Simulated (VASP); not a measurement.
# SbAs (Fm-3m) in VASP: a series of runs

Runs on SbAs. Level: LDA. Tasks: density of states, electric field gradients.

Program: VASP 6.6.1. These are calculated values, not measurements. Logs are shortened: lines on timing, memory, paths and dates and some standing lists are left out, and cuts for length are marked.

**1. The structure**

The structure is cubic, space group Fm-3m (No. 225). The conventional cell has a = 5.726 Å, b = 5.726 Å, c = 5.726 Å, α = 90.00°, β = 90.00°, γ = 90.00°. Sb (site symmetry m-3m) is surrounded by 6 As at 2.86 Å. As (site symmetry m-3m) is surrounded by 6 Sb at 2.86 Å.

Measurements of this composition are mostly on another form, of space group No. 160.

**2. Density of states, LDA**

The input, POSCAR:

```
SbAs
1.0
    2.0244473092      1.1688151989      3.3062258431
   -2.0244473092      1.1688151989      3.3062258431
    0.0000000000     -2.3376303978      3.3062258431
Sb As
1 1
Direct
    0.5000000000      0.5000000000      0.5000000000
    0.0000000000      0.0000000000      0.0000000000
```

The input, INCAR.step1:

```
PREC = Accurate ; ENCUT = 520
EDIFF = 1E-6 ; ISMEAR = -1
SIGMA = 0.05 ; LREAL = False
LASPH = True ; NELM = 100
ALGO = Normal ; ISIF = 2
LWAVE = False ; LCHARG = True
NBANDS = 12
```

The input, KPOINTS.step1:

```
Automatic mesh
0
Gamma
  12 12 12
```

The input, INCAR.step2:

```
PREC = Accurate ; ENCUT = 520
EDIFF = 1E-6 ; ISMEAR = -5
SIGMA = 0.05 ; LREAL = False
LASPH = True ; NELM = 100
ALGO = Normal ; ISIF = 2
LWAVE = False ; LCHARG = False
LORBIT = 10 ; NEDOS = 2001
ICHARG = 11
```

The input, KPOINTS.step2:

```
Automatic mesh
0
Gamma
  18 18 18
```

Potentials or basis: VASP PAW LDA potentials, release 64 (Sb, As).

Command:

```bash
> cat potpaw_LDA.64/Sb/POTCAR potpaw_LDA.64/As/POTCAR > POTCAR
> cp INCAR.step1 INCAR
> cp KPOINTS.step1 KPOINTS
> mpirun -np 1 vasp_std > vasp.out
> cp INCAR.step2 INCAR
> cp KPOINTS.step2 KPOINTS
> mpirun -np 1 vasp_std > vasp.out
```

OUTCAR:

```text
PREC = Accurate
   ENCUT = 520
   EDIFF = 1E-6
   ISMEAR = -5
   LREAL = False
   LASPH = True
   NELM = 100
   ISIF = 2
   LORBIT = 10
   ICHARG = 11

 ion  position               nearest neighbor table
   1  0.500  0.500  0.500-   2 2.86   2 2.86   2 2.86   2 2.86   2 2.86   2 2.86
   2  0.000  0.000  0.000-   1 2.86   1 2.86   1 2.86   1 2.86   1 2.86   1 2.86

  LATTYP: Found a trigonal (rhomboedric) cell.
 ALAT       =     4.0491536403
 COS(alpha) =     0.5000639674

  Lattice vectors:

 A1 = (   2.0244473092,   1.1688151989,   3.3062258431)
 A2 = (  -2.0244473092,   1.1688151989,   3.3062258431)
 A3 = (   0.0000000000,  -2.3376303978,   3.3062258431)

Analysis of symmetry for initial positions (statically):
=====================================================================
 Subroutine PRICEL returns:
 Original cell was already a primitive cell.

 Routine SETGRP: Setting up the symmetry group for a
 trigonal (rhombohedral) supercell.

 Subroutine GETGRP returns: Found 12 space group operations
 (whereof 12 operations were pure point group operations)
 out of a pool of 12 trial point group operations.

The static configuration has the point symmetry D_3d.

Analysis of symmetry for dynamics (positions and initial velocities):
=====================================================================
 Subroutine PRICEL returns:
 Original cell was already a primitive cell.

 Routine SETGRP: Setting up the symmetry group for a
 trigonal (rhombohedral) supercell.

 Subroutine GETGRP returns: Found 12 space group operations
 (whereof 12 operations were pure point group operations)
 out of a pool of 12 trial point group operations.

The dynamic configuration has the point symmetry D_3d.

 Subroutine INISYM returns: Found 12 space group operations
 (whereof 12 operations are pure point group operations),
 and found     1 'primitive' translations

----------------------------------------------------------------------------------------

                                     Primitive cell

  volume of cell :      46.9392

  direct lattice vectors                    reciprocal lattice vectors
     2.024447309  1.168815199  3.306225843     0.246980990  0.142594541  0.100819892
    -2.024447309  1.168815199  3.306225843    -0.246980990  0.142594541  0.100819892
     0.000000000 -2.337630398  3.306225843     0.000000000 -0.285189082  0.100819892

  length of vectors
     4.049153640  4.049153640  4.049153640     0.302485476  0.302485476  0.302485476

  position of ions in fractional coordinates (direct lattice)
     0.500000000  0.500000000  0.500000000
     0.000000000  0.000000000  0.000000000

  ion indices of the primitive-cell ions
   primitive index   ion index
                 1           1
                 2           2

----------------------------------------------------------------------------------------

 KPOINTS: Automatic mesh

Automatic generation of k-mesh.
 Grid dimensions read from file:
 generate k-points for:   18   18   18

 Generating k-lattice:

  Cartesian coordinates                     Fractional coordinates (reciprocal lattice)
     0.013721166  0.007921919  0.005601105     0.055555556  0.000000000  0.000000000
    -0.013721166  0.007921919  0.005601105     0.000000000  0.055555556  0.000000000
     0.000000000 -0.015843838  0.005601105     0.000000000  0.000000000  0.055555556

  Length of vectors
     0.016804749  0.016804749  0.016804749

  Shift w.r.t. Gamma in fractional coordinates (k-lattice)
     0.000000000  0.000000000  0.000000000

 TETIRR: Found   2916 inequivalent tetrahedra from    34992

 Subroutine IBZKPT returns following result:
 ===========================================

 Found    580 irreducible k-points:

 Following reciprocal coordinates:
            Coordinates               Weight
  0.000000  0.000000  0.000000      1.000000
  0.055556  0.000000 -0.000000      6.000000
  0.111111  0.000000 -0.000000      6.000000
  0.166667  0.000000  0.000000      6.000000
  0.222222  0.000000 -0.000000      6.000000
  0.277778  0.000000  0.000000      6.000000
[... 16 lines left out ...]
 -0.277778  0.055556  0.000000     12.000000
 -0.222222  0.055556  0.000000     12.000000
 [... further k-points ...]
   k-points           NKPTS =    580   k-points in BZ     NKDIM =    580   number of bands    NBANDS=      9
   number of dos      NEDOS =   2001   number of ions     NIONS =      2
   total plane-waves  NPLWV =  27000
   dimension x,y,z NGX =    30 NGY =   30 NGZ =   30
   dimension x,y,z NGXF=    60 NGYF=   60 NGZF=   60
   ions per type =               1   1
   NGX,Y,Z   is equivalent  to a cutoff of  12.32, 12.32, 12.32 a.u.
   NGXF,Y,Z  is equivalent  to a cutoff of  24.63, 24.63, 24.63 a.u.
 SYSTEM =  unknown system
   PREC   = accura    normal or accurate (medium, high low for compatibility)
   ISTART =      0    job   : 0-new  1-cont  2-samecut
   ICHARG =     11    charge: 1-file 2-atom 10-const
   ISPIN  =      1    spin polarized calculation?
   LNONCOLLINEAR =      F non collinear calculations
   LSORBIT =      F    spin-orbit coupling
   LASPH  =      T    aspherical Exc in radial PAW
   ENCUT  =  520.0 eV  38.22 Ry    6.18 a.u.   7.53  7.53  7.53*2*pi/ulx,y,z
   NELM   =    100;   NELMIN=  2; NELMDL=  0     # of ELM steps
   EDIFF  = 0.1E-05   stopping-criterion for ELM
   LREAL  =      F    real-space projection
[... 7 lines left out ...]
   TEBEG  =    0.0;   TEEND  =   0.0 temperature during run
   PSTRESS=    0.0 pullay stress
   NELECT =      10.0000    total number of electrons
   NUPDOWN=      -1.0000    fix difference up-down
   EMIN   =  10.00;   EMAX   =-10.00  energy-range for DOS
   EFERMI =   0.00;   METHOD = LEGACY
   ISMEAR =    -5;   SIGMA  =   0.05  broadening in eV -4-tet -1-fermi 0-gaus
   EFERMI_NEDOS =   21; number of points for ismear=-14 and -15
   IALGO  =     38    algorithm
   IMIX   =      4    mixing-type and parameters
     AMIX     =   0.40;   BMIX     =  1.00
     AMIX_MAG =   1.60;   BMIX_MAG =  1.00
  volume/ion in A,a.u.               =      23.47       158.38
  Fermi-wavevector in a.u.,A,eV,Ry     =   0.977754  1.847687 13.007201  0.956002
  Thomas-Fermi vector in A             =   2.108476
   LORBIT       =     10    0 simple, 1 ext, 2 COOP (PROOUT), +10 PAW based schemes
   GGA     = CA    functional components
   LHFCALC =     F    Hartree Fock is set to
   AEXX    =    0.0000 exact exchange contribution
   IVDW    =     0    specifies the selected vdW correction
   LEPSILON=     F    determine dielectric tensor
   LRPA    =     F    only Hartree local field effects (RPA)
 non-spin polarized calculation
 Fermi weights with tetrahedron method with Bloechl corrections
  energy-cutoff  :      520.00
  volume of cell :       46.94
 maximum number of plane-waves:      1286

 number of electron       9.9999998 magnetization

 Free energy of the ion-electron system (eV)
  ---------------------------------------------------
  ext. energy  EPLUGINS =         0.00000000
  ---------------------------------------------------
  free energy    TOTEN  =       -10.15446540 eV

  energy without entropy =      -10.15446540  energy(sigma->0) =      -10.15446540

 E-fermi :   7.2824     XC(G=0): -10.3670

 val. band max:        7.4049756821   @ k =   0.2778   0.1667   0.1111
 cond. band min:       7.1054938933   @ k =  -0.0556   0.5000   0.0556
 fundamental gap:     -0.2994817888
 Fermi energy:         7.2823864796

 k-point     1 :       0.0000    0.0000    0.0000
  band No.  band energies     occupation
      1      -6.7575      2.00000
      2       2.5914      2.00000
      3       5.4112      2.00000
      4       5.4124      2.00000
      5       5.4124      2.00000
      6      11.1251      0.00000
      7      11.1251      0.00000
      8      11.1255      0.00000
      9      12.5617      0.00000

 k-point     2 :       0.0556    0.0000   -0.0000
  band No.  band energies     occupation
      1      -6.7189      2.00000
      2       2.3632      2.00000
      3       5.4168      2.00000
      4       5.4179      2.00000
      5       5.5625      2.00000
      6      10.9156      0.00000
      7      10.9159      0.00000
      8      10.9683      0.00000
      9      12.5191      0.00000

 k-point     3 :       0.1111    0.0000   -0.0000
  band No.  band energies     occupation
      1      -6.6034      2.00000
      2       1.7993      2.00000
      3       5.4351      2.00000
      4       5.4362      2.00000
      5       5.8923      2.00000
      6      10.4138      0.00000
      7      10.4140      0.00000
      8      10.5804      0.00000
      9      12.4762      0.00000

 k-point     4 :       0.1667    0.0000    0.0000
  band No.  band energies     occupation
      1      -6.4117      2.00000
      2       1.0712      2.00000
      3       5.4720      2.00000
      4       5.4729      2.00000
      5       6.2348      2.00000
      6       9.7997      0.00000
      7       9.7998      0.00000
      8      10.0958      0.00000
      9      12.5633      0.00000
[... 205 lines left out ...]
 k-point    22 :      -0.3333    0.0556    0.0000
  band No.  band energies     occupation
      1      -5.2225      2.00000
      2      -1.5782      2.00000
      3       5.0202      2.00000
      4       6.2521      2.00000
      5       7.2424      1.98798
      6       7.3570      0.04586
      7       7.6968      0.00000
      8       9.4103      0.00000
      9      14.0375      0.00000

 k-point    23 :      -0.2778    0.0556    0.0000
  band No.  band energies     occupation
      1      -5.6467      2.00000
      2      -0.8076      2.00000
      3       4.9359      2.00000
      4       6.1036      2.00000
      5       7.1013      2.00419
      6       7.8336      0.00000
      7       8.1553      0.00000
      8       9.8310      0.00000
      9      13.3321      0.00000

 k-point    24 :      -0.2222    0.0556    0.0000
  band No.  band energies     occupation
      1      -6.0073      2.00000
      2      -0.0172      2.00000
      3       4.9126      2.00000
      4       5.9463      2.00000
      5       6.8918      2.12118
      6       8.4112      0.00000
      7       8.6960      0.00000
      8      10.2797      0.00000
      9      12.8048      0.00000

 [... further k-points ...]
[... 5 lines left out ...]
  --------------------------------------------------------------------------------------
  -------------------------------------------------------------------------------------
  Total        0.1645612      0.1645612      0.1655840      0.0000000     -0.0000000      0.0000000
  in kB        5.6169663      5.6169663      5.6518780      0.0000000     -0.0000000      0.0000000
  external PRESSURE =       5.6286035 kB  Pullay stress =       0.0000000 kB

 VOLUME and BASIS-vectors are now :
 -----------------------------------------------------------------------------
  energy-cutoff  :      520.00
  volume of cell :       46.94
      direct lattice vectors                 reciprocal lattice vectors
     2.024447309  1.168815199  3.306225843     0.246980990  0.142594541  0.100819892
    -2.024447309  1.168815199  3.306225843    -0.246980990  0.142594541  0.100819892
     0.000000000 -2.337630398  3.306225843     0.000000000 -0.285189082  0.100819892

 POSITION                                       TOTAL-FORCE (eV/Angst)
 -----------------------------------------------------------------------------------
      0.00000      0.00000      4.95934        -0.000000      0.000000      0.000000
      0.00000      0.00000      0.00000         0.000000     -0.000000     -0.000000
 -----------------------------------------------------------------------------------
    total drift:                                0.000000      0.000000     -0.000000

  FREE ENERGIE OF THE ION-ELECTRON SYSTEM (eV)
  ---------------------------------------------------
  free  energy   TOTEN  =       -10.1544654042 eV

  energy  without entropy=      -10.1544654042  energy(sigma->0) =      -10.15446540

 total charge

# of ion       s       p       d       tot
------------------------------------------
    1        1.244   1.083   0.058   2.386
    2        1.294   1.413   0.042   2.748
--------------------------------------------------
tot          2.538   2.496   0.100   5.134
```

Run time: 85 s. Hardware: 1 thread of Intel Xeon 6975P-C (Granite Rapids), shared host; peak memory 0.41 GiB.

What came out:

```
Valence electrons inside the program's atomic spheres : Sb 2.39; As 2.75
```

Levels at points of the mesh, in eV from the Fermi level:
| k point | band 1 | band 2 | band 3 | band 4 | band 5 | band 6 | band 7 | band 8 | band 9 |
| --- | --- | --- | --- | --- | --- | --- | --- | --- | --- |
| (0.00, 0.00, 0.00) | -14.04 | -4.69 | -1.87 | -1.87 | -1.87 | 3.84 | 3.84 | 3.84 | 5.28 |
| (0.50, 0.00, 0.00) | -11.48 | -10.35 | -1.05 | -1.05 | -0.28 | -0.28 | -0.18 | 0.79 | 9.08 |
| (0.50, 0.50, 0.00) | -11.27 | -7.84 | -6.53 | -4.09 | -4.09 | 2.15 | 5.98 | 5.98 | 7.88 |
| (0.50, 0.50, 0.50) | -11.48 | -10.35 | -1.05 | -1.05 | -0.28 | -0.28 | -0.18 | 0.79 | 9.07 |

States per cell in windows of 1 eV (zero at the Fermi level; states under -8 eV left out):
```tsv
from (eV)	total	As2_p	Sb1_p	Sb1_s	As2_s	Sb1_d	As2_d
-8.0	0.30	0.01	0.01	0.11	0.08	0.00	0.00
-7.0	0.23	0.03	0.02	0.04	0.03	0.00	0.00
-6.0	0.55	0.09	0.09	0.02	0.02	0.00	0.00
-5.0	0.95	0.19	0.17	0.01	0.01	0.00	0.00
-4.0	1.28	0.28	0.23	0.02	0.02	0.01	0.01
-3.0	1.17	0.27	0.20	0.03	0.02	0.01	0.01
-2.0	1.09	0.27	0.17	0.04	0.03	0.02	0.01
-1.0	0.89	0.20	0.15	0.06	0.03	0.01	0.01
0.0	0.86	0.11	0.24	0.02	0.04	0.01	0.02
1.0	0.90	0.17	0.20	0.04	0.04	0.02	0.02
2.0	1.08	0.20	0.20	0.04	0.03	0.04	0.03
3.0	1.31	0.26	0.22	0.03	0.02	0.05	0.04
4.0	1.38	0.27	0.23	0.02	0.01	0.06	0.04
5.0	1.37	0.27	0.26	0.01	0.01	0.07	0.04
6.0	0.82	0.16	0.14	0.00	0.00	0.06	0.03
7.0	0.23	0.06	0.03	0.00	0.00	0.02	0.01
```

Caveat: tetrahedron occupations give inexact forces and stress in metals.

**3. Electric field gradients, LDA**

The input, INCAR:

```
ALGO = Normal
EDIFF = 1E-8
ENCUT = 520
GGA = CA
ISIF = 2
ISMEAR = -1
LASPH = True
LCHARG = False
LEFG = True
LREAL = False
LWAVE = False
NBANDS = 12
NELM = 100
PREC = Accurate
SIGMA = 0.05
```

The input, KPOINTS:

```
k-points
0
Gamma
  12 12 12
```

POSCAR is that of step 2.

Potentials or basis: VASP PAW LDA potentials, release 64 (Sb, As).

Command:

```bash
> cat potpaw_LDA.64/Sb/POTCAR potpaw_LDA.64/As/POTCAR > POTCAR
> mpirun -np 1 vasp_std > vasp.out
```

OUTCAR:

```text
EDIFF = 1E-8
   ENCUT = 520
   GGA = CA
   ISIF = 2
   ISMEAR = -1
   LASPH = True
   LREAL = False
   NELM = 100
   PREC = Accurate

 ion  position               nearest neighbor table
   1  0.500  0.500  0.500-   2 2.86   2 2.86   2 2.86   2 2.86   2 2.86   2 2.86
   2  0.000  0.000  0.000-   1 2.86   1 2.86   1 2.86   1 2.86   1 2.86   1 2.86

  LATTYP: Found a trigonal (rhomboedric) cell.
 ALAT       =     4.0491536403
 COS(alpha) =     0.5000639674

  Lattice vectors:

 A1 = (   2.0244473092,   1.1688151989,   3.3062258431)
 A2 = (  -2.0244473092,   1.1688151989,   3.3062258431)
 A3 = (   0.0000000000,  -2.3376303978,   3.3062258431)

Analysis of symmetry for initial positions (statically):
=====================================================================
 Subroutine PRICEL returns:
 Original cell was already a primitive cell.

 Routine SETGRP: Setting up the symmetry group for a
 trigonal (rhombohedral) supercell.

[... 550 lines left out ...]
  volume of cell :       46.94
      direct lattice vectors                 reciprocal lattice vectors
     2.024447309  1.168815199  3.306225843     0.246980990  0.142594541  0.100819892
    -2.024447309  1.168815199  3.306225843    -0.246980990  0.142594541  0.100819892
     0.000000000 -2.337630398  3.306225843     0.000000000 -0.285189082  0.100819892

 POSITION                                       TOTAL-FORCE (eV/Angst)
 -----------------------------------------------------------------------------------
      0.00000      0.00000      4.95934         0.000000     -0.000000      0.000000
      0.00000      0.00000      0.00000        -0.000000      0.000000     -0.000000
 -----------------------------------------------------------------------------------
    total drift:                                0.000000      0.000000     -0.000000

  FREE ENERGIE OF THE ION-ELECTRON SYSTEM (eV)
  ---------------------------------------------------
  free  energy   TOTEN  =       -10.1589542237 eV

  energy  without entropy=      -10.1511091980  energy(sigma->0) =      -10.15503171

 Electric field gradients (V/A^2)
---------------------------------------------------------------------
 ion       V_xx      V_yy      V_zz      V_xy      V_xz      V_yz
---------------------------------------------------------------------
   1      -0.007    -0.007     0.013    -0.000     0.000     0.000
   2      -0.021    -0.021     0.042     0.000    -0.000     0.000
---------------------------------------------------------------------

 Electric field gradients after diagonalization (V/A^2)
 (convention: |V_zz| > |V_xx| > |V_yy|)
----------------------------------------------------------------------
 ion       V_xx      V_yy      V_zz     asymmetry (V_yy - V_xx)/ V_zz
----------------------------------------------------------------------
   1      -0.007    -0.007     0.013       0.000
   2      -0.021    -0.021     0.042       0.000
----------------------------------------------------------------------

           NMR quadrupolar parameters

 Cq : quadrupolar parameter    Cq=e*Q*V_zz/h
 eta: asymmetry parameters     (V_yy - V_xx)/ V_zz
 Q  : nuclear electric quadrupole moment in mb (millibarn)
----------------------------------------------------------------------
 ion       Cq(MHz)       eta       Q (mb)
----------------------------------------------------------------------
   1       0.000       0.000       1.000
   2       0.000       0.000       1.000
----------------------------------------------------------------------
```

stdout:

```text
POSCAR found type information on POSCAR SbAs
 POSCAR found :  2 types and       2 ions
 scaLAPACK will be used
 LDA part: xc-table for (Slater(with rela. corr.)+CA(PZ))
 , standard interpolation
 POSCAR, INCAR and KPOINTS ok, starting setup
 FFT: planning ... GRIDC
 FFT: planning ... GRID_SOFT
 FFT: planning ... GRID
 WAVECAR not read
 entering main loop
ion   1

ion   2
```

Wall time 41 s (1 thread of Intel Xeon 6975P-C (Granite Rapids), shared host); peak memory 0.23 GiB.

Results:

- Free energy: -10.1590 eV
- Pressure: 0.3 GPa
- Band gap on the k mesh: none (metal or under the smearing width)

Electric field gradients, principal values (V/Å²):
| atom | Vxx | Vyy | Vzz |
| --- | --- | --- | --- |
| 1 Sb | -0.007 | -0.007 | 0.013 |
| 2 As | -0.021 | -0.021 | 0.042 |

Spin-orbit coupling is left out, which matters for the levels of Sb.
